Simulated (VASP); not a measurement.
GaAs:

```xyz
2
Lattice="0.0000 2.8268 2.8268 2.8268 0.0000 2.8268 2.8268 2.8268 0.0000" Properties=species:S:1:pos:R:3 pbc="T T T"
Ga    0.0000    0.0000    0.0000
As    1.4134    1.4134    1.4134
```

| Item | Value |
| --- | --- |
| Program | VASP 6.6.1 |
| Task | relaxation of cell and atoms |
| Functional | LDA |
| Potentials or basis | VASP PAW LDA potentials, release 64 (Ga_d, As) |
| Cutoff | 350 eV |
| k mesh | 6 × 6 × 6 |
| Occupations | gaussian, width 0.02 eV |
| Spin | no spin polarisation |

At the start: pressure -1.8 GPa; volume 22.59 Å³/atom.

**Question.** How do energy, volume and symmetry change on relaxing?

**Answer.** Over 3 steps the energy falls by 3.2 meV/atom and the volume is 22.02 Å³/atom (-2.5 %); space group F-43m (No. 216, to 0.05 Å).

Step by step:
| step | energy change (eV) | largest force (eV/Å) | pressure (GPa) | volume (Å³) |
| --- | --- | --- | --- | --- |
| 1 | 0.0000 | 0.0000 | -1.78 | 45.18 |
| 2 | -0.0051 | 0.0000 | 0.86 | 43.56 |
| 3 | -0.0064 | 0.0000 | 0.00 | 44.05 |

Final structure:
```
CELL_PARAMETERS angstrom
0.00000 2.80307 2.80307
2.80307 0.00000 2.80307
2.80307 2.80307 0.00000
ATOMIC_POSITIONS crystal
Ga 0.00000 0.00000 0.00000
As 0.25000 0.25000 0.25000
```

Caveat: the cutoff is under 1.25 times the usual one of these potentials, so pressure, stress and relaxed cells hold a basis-set (Pulay) error.
